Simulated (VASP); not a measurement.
Input of a VASP 6.6.1 run:

File INCAR:

```
ALGO = Normal
EDIFF = 1E-7
ENCUT = 520
GGA = PE
ISIF = 2
ISMEAR = 0
LASPH = True
LCHARG = False
LREAL = False
LWAVE = False
NBANDS = 36
NELM = 100
PREC = Accurate
SIGMA = 0.1
```

The input KPOINTS:

```
k-points
0
Gamma
  3 3 4
```

File POSCAR:

```
TiTl2Sb3
1.0
    6.6505746200      0.0000000000      0.0000000000
   -3.3252873100      5.7595665700      0.0000000000
    0.0000000000      0.0000000000      4.3136828900
Ti Tl Sb
1 2 3
Direct
    0.0000000000      0.0000000000      0.0000000000
    0.6666666700      0.3333333300      0.0000000000
    0.3333333300      0.6666666700      0.0000000000
    0.5000000000      0.0000000000      0.5000000000
    0.0000000000      0.5000000000      0.5000000000
    0.5000000000      0.5000000000      0.5000000000
```

Potentials or basis: VASP PAW PBE potentials, release 64 (Ti_sv, Tl_d, Sb).

Launch:

```sh
$ cat potpaw_PBE.64/Ti_sv/POTCAR potpaw_PBE.64/Tl_d/POTCAR potpaw_PBE.64/Sb/POTCAR > POTCAR
$ mpirun -np 1 vasp_std > vasp.out
```

Problem. What does it give for the band gap on the k mesh?

Solution. None (metal or under the smearing width).

Problem. What does it give for the pressure?

Solution. 9.6 GPa.

Stress tensor (GPa, compression positive):
```
 6.94  0.00  0.00
 0.00  6.94  0.00
 0.00  0.00 14.81
```

Caveat: the k mesh is coarse (spacing up to 0.36 Å⁻¹), so the values aren't converged. The run has no spin-orbit coupling, so splittings on Sb, Tl are missing.
